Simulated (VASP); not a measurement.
Runs of VASP 6.6.1 on Ag3F. The structure is cubic, space group Fm-3m (No. 225). The conventional cell has a = 6.432 Å, b = 6.432 Å, c = 6.432 Å, α = 90.00°, β = 90.00°, γ = 90.00°. Around Ag (site symmetry -43m) lie 4 Ag at 2.79 Å and 4 F at 2.79 Å. Ag (site symmetry m-3m) is surrounded by 8 Ag at 2.79 Å. Around F (site symmetry m-3m) lie 8 Ag at 2.79 Å. The cell was built by a generator and needn't be a form met in nature.

```tsv
task	level	U	cell	cutoff (eV)	smearing	LDAUTYPE	hund's J	gap on the mesh (eV)	pressure (GPa)	relaxed volume (Å³/atom)
single point	PBE	-	as given	520	fermi-dirac 0.05 eV	-	-	none	-0.2	-
relaxation of cell and atoms	PBEsol	-	relaxed	600	gaussian 0.05 eV	-	-	none	0.0	15.40
electrostatic potential	PBE+D2+U	Ag d U = 4 eV, J = 1.0 eV	cell strained at random at fixed volume	500	fermi-dirac 0.1 eV	1	1	none	-1.2	-
relaxation of cell and atoms	PBE	-	relaxed	600	gaussian 0.05 eV	-	-	none	0.0	(a)
```

Alike in all rows: potentials or basis VASP PAW PBE potentials, release 64 (Ag, F); no spin polarisation; k mesh 7 × 7 × 7.

Problem. Estimate the missing entries.

Solution. (a) 16.57.

Caveats: the PAW data sets were made with another functional, which shifts forces and pressure a little (some runs); atom-pairwise D2, TS and ULG terms overbind metals (some runs); U without spin polarisation on a metal has little footing (some runs); pairwise dispersion overbinds metals, which lowers pressure and volume (some runs).

A k mesh can miss the band edges, and the runs leave out spin-orbit coupling on Ag.

A gap of «none» marks a metal or a gap under the smearing width.
